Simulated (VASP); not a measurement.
Given:

```yaml
crystal:
  lattice:
    - [0.00000, 2.38880, 2.38880]
    - [2.38880, 0.00000, 2.38880]
    - [2.38880, 2.38880, 0.00000]
  atoms:
    - { symbol: B, position: [0.00000, 0.00000, 0.00000] }
    - { symbol: As, position: [0.25000, 0.25000, 0.25000] }
```

These are PBEsol GGA, VASP's PBE PAW potentials (set 64) (plane waves; VASP) values and carry that method's errors. Run with 620 eV cut-off, 10×10×10 Γ-centred mesh, Gaussian smearing of 0.050 eV, potentials B As.

Task: What does the run give for the energy per atom (σ→0)?

Result: 
| Quantity | Result |
|---|---|
| energy per atom (σ→0) | -6.102 eV/atom |

The compound is BAs in the zinc blende structure. It was relaxed first.
